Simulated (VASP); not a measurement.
Write the native input for VASP 6.6.1 that does the following.

```yaml
Task: band structure
Functional: PBE0
Potentials_or_basis: VASP PAW PBE potentials, release 64 (P, B)
Cutoff: 520 eV
k_mesh: 6 × 6 × 6
Occupations: gaussian, width 0.02 eV
Spin: no spin polarisation
Grid_for_exact_exchange_PRECFOCK: Fast
Exchange_at_q_=_0: truncated
Further_INCAR_settings: ALGO = Normal; EDIFF = 1e-06
```

The system is BP.

```
CELL_PARAMETERS angstrom
0.00000 2.26900 2.26900
2.26900 0.00000 2.26900
2.26900 2.26900 0.00000
ATOMIC_POSITIONS crystal
P 0.75000 0.75000 0.75000
B 0.00000 0.00000 0.00000
```

These files were run (other wordings do the same):

POSCAR

```
BP
1.0
    0.0000000000      2.2690000000      2.2690000000
    2.2690000000      0.0000000000      2.2690000000
    2.2690000000      2.2690000000      0.0000000000
P B
1 1
Direct
    0.7500000000      0.7500000000      0.7500000000
    0.0000000000      0.0000000000      0.0000000000
```

INCAR.step1

```
SYSTEM = BP
ALGO = Normal
EDIFF = 1E-5
ENCUT = 520
GGA = PE
ISIF = 2
ISMEAR = 0
LASPH = .TRUE.
LCHARG = .FALSE.
LREAL = .FALSE.
LWAVE = .TRUE.
NELM = 80
PREC = Accurate
SIGMA = 0.02
```

INCAR.step2

```
SYSTEM = BP
AEXX = 0.25
ALGO = Normal
EDIFF = 1E-6
ENCUT = 520
GGA = PE
HFRCUT = -1
ISIF = 2
ISMEAR = 0
ISTART = 1
LASPH = .TRUE.
LCHARG = .FALSE.
LHFCALC = .TRUE.
LREAL = .FALSE.
LWAVE = .FALSE.
NELM = 80
PREC = Accurate
PRECFOCK = Fast
SIGMA = 0.02
```

KPOINTS

```
k-points
0
G
  6 6 6
  0 0 0
```

KPOINTS_OPT

```
path GXWKGLUWLK,UX
8
line-mode
reciprocal
 0.0000000000  0.0000000000  0.0000000000  G
 0.5000000000  0.0000000000  0.5000000000  X

 0.5000000000  0.0000000000  0.5000000000  X
 0.5000000000  0.2500000000  0.7500000000  W

 0.5000000000  0.2500000000  0.7500000000  W
 0.3750000000  0.3750000000  0.7500000000  K

 0.3750000000  0.3750000000  0.7500000000  K
 0.0000000000  0.0000000000  0.0000000000  G

 0.0000000000  0.0000000000  0.0000000000  G
 0.5000000000  0.5000000000  0.5000000000  L

 0.5000000000  0.5000000000  0.5000000000  L
 0.6250000000  0.2500000000  0.6250000000  U

 0.6250000000  0.2500000000  0.6250000000  U
 0.5000000000  0.2500000000  0.7500000000  W

 0.5000000000  0.2500000000  0.7500000000  W
 0.5000000000  0.5000000000  0.5000000000  L

 0.5000000000  0.5000000000  0.5000000000  L
 0.3750000000  0.3750000000  0.7500000000  K

 0.6250000000  0.2500000000  0.6250000000  U
 0.5000000000  0.0000000000  0.5000000000  X
```

Potentials or basis: VASP PAW PBE potentials, release 64 (P, B).

Run with:

```bash
$ cat potpaw_PBE.64/P/POTCAR potpaw_PBE.64/B/POTCAR > POTCAR
$ cp INCAR.step1 INCAR
$ mpirun -np 1 vasp_std > vasp.out
$ cp INCAR.step2 INCAR
$ mpirun -np 1 vasp_std > vasp.out
```

It gave:

| Quantity | Value |
| --- | --- |
| Pressure | -2.2 GPa |
| Band gap on the k mesh | 2.77 eV, indirect (least direct gap 5.02 eV) |
| Band gap along the path | 2.67 eV, indirect (least direct gap 5.02 eV) |

Caveat: the PAW data sets were made with another functional, which shifts forces and pressure a little; the mesh misses the band edges, which the band path finds closer together.

Wall time 6.3 min on 1 thread of AMD EPYC 7R13 Processor (Zen 3), with other jobs on the host, peak memory 0.15 GiB.
